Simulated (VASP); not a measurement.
All values below come from revTPSS meta-GGA, VASP's PBE PAW potentials (set 64) (plane waves; VASP).

VASP input:

INCAR:
```
LMAXMIX = 4
NELM = 100
ENCUT = 520
LREAL = .FALSE.
LCHARG = .FALSE.
ALGO = Normal   # blocked Davidson
PREC = Accurate
SIGMA = 0.05
EDIFF = 1E-7   # SCF stop (eV)
ISMEAR = 0   # Gaussian
ISIF = 2
LWAVE = .FALSE.
LASPH = .TRUE.   # aspherical one-centre terms
SYSTEM = KI
METAGGA = RTPSS
LMIXTAU = .TRUE.
```

**POSCAR**
```
KI
1.0
  0.0000000000   3.5153479398   3.5153479398
  3.5153479398   0.0000000000   3.5153479398
  3.5153479398   3.5153479398   0.0000000000
K I
1 1
direct
  0.0000000000   0.0000000000   0.0000000000
  0.5000000000   0.5000000000   0.5000000000
```

**KPOINTS**
```
Automatic
0
Gamma
  7 7 7
```

POTCAR, in this order: K_sv I (PBE.64 set). Program: vasp_std.

What VASP printed:

### OSZICAR
```
       N       E                     dE             d eps       ncg     rms          rms(c)
DAV:   1     0.158625372166E+03    0.15863E+03   -0.72000E+03   480   0.151E+03
DAV:   2     0.284737703099E+02   -0.13015E+03   -0.11971E+03   820   0.350E+02
DAV:   3     0.182048252785E+02   -0.10269E+02   -0.10206E+02   656   0.970E+01
DAV:   4     0.176669397521E+02   -0.53789E+00   -0.53622E+00   852   0.291E+01
DAV:   5     0.176539859369E+02   -0.12954E-01   -0.12943E-01   680   0.386E+00    0.125E+02
DAV:   6     0.145733461991E+02   -0.30806E+01   -0.13933E+02   480   0.195E+02    0.469E+01
DAV:   7     0.138328201241E+02   -0.74053E+00   -0.18836E+00   628   0.108E+01    0.323E+01
DAV:   8     0.139143261340E+02    0.81506E-01   -0.13694E-01   604   0.483E+00    0.269E+01
DAV:   9     0.138477514216E+02   -0.66575E-01   -0.66637E-02   568   0.293E+00    0.145E+01
DAV:  10     0.138407101680E+02   -0.70413E-02   -0.57564E-02   528   0.245E+00    0.186E+00
DAV:  11     0.138408355993E+02    0.12543E-03   -0.61825E-02   724   0.323E+00    0.192E+00
DAV:  12     0.138231313842E+02   -0.17704E-01   -0.25919E-02   660   0.195E+00    0.384E-01
DAV:  13     0.138124106168E+02   -0.10721E-01   -0.35256E-03   744   0.722E-01    0.471E-01
DAV:  14     0.138117184490E+02   -0.69217E-03   -0.17204E-03   720   0.365E-01    0.780E-01
DAV:  15     0.138126236758E+02    0.90523E-03   -0.72749E-04   928   0.266E-01    0.263E-01
DAV:  16     0.138114825437E+02   -0.11411E-02   -0.22136E-04   592   0.231E-01    0.226E-01
DAV:  17     0.138114932677E+02    0.10724E-04   -0.22308E-05   632   0.495E-02    0.107E-01
DAV:  18     0.138114534231E+02   -0.39845E-04   -0.60419E-05   788   0.549E-02    0.124E-02
DAV:  19     0.138114490885E+02   -0.43346E-05   -0.15739E-05   824   0.441E-02    0.597E-03
DAV:  20     0.138114499172E+02    0.82870E-06   -0.28526E-06   756   0.175E-02    0.581E-03
DAV:  21     0.138114474676E+02   -0.24496E-05   -0.86493E-07   552   0.136E-02    0.598E-03
DAV:  22     0.138114472739E+02   -0.19370E-06   -0.33128E-07   708   0.422E-03    0.234E-03
DAV:  23     0.138114473515E+02    0.77566E-07   -0.37641E-08   308   0.240E-03
   1 F= 0.13811447E+02 E0= 0.13811447E+02  d E =-.109758E-18
```

**OUTCAR**
```
------------------------ aborting loop because EDIFF is reached ----------------------------------------
  FORCE on cell =-STRESS in cart. coord.  units (eV):
  Direction    XX          YY          ZZ          XY          YZ          ZX
  --------------------------------------------------------------------------------------
  Total        0.3847985      0.3847985      0.3847985     -0.0000000      0.0000000      0.0000000
  in kB        7.0959251      7.0959251      7.0959251     -0.0000000      0.0000000      0.0000000
  external PRESSURE =       7.0959251 kB  Pullay stress =       0.0000000 kB
  volume of cell :       86.88
      direct lattice vectors                 reciprocal lattice vectors
     0.000000000  3.515347940  3.515347940    -0.142233431  0.142233431  0.142233431
     3.515347940  0.000000000  3.515347940     0.142233431 -0.142233431  0.142233431
     3.515347940  3.515347940  0.000000000     0.142233431  0.142233431 -0.142233431
  FREE ENERGIE OF THE ION-ELECTRON SYSTEM (eV)
  ---------------------------------------------------
  free  energy   TOTEN  =        13.8114473515 eV

  energy  without entropy=       13.8114473515  energy(sigma->0) =       13.81144735
```
(Selected blocks of OUTCAR.)

The compound is KI in the rock salt structure. This cell is one point of a volume scan, at 0.94 of the reference volume.
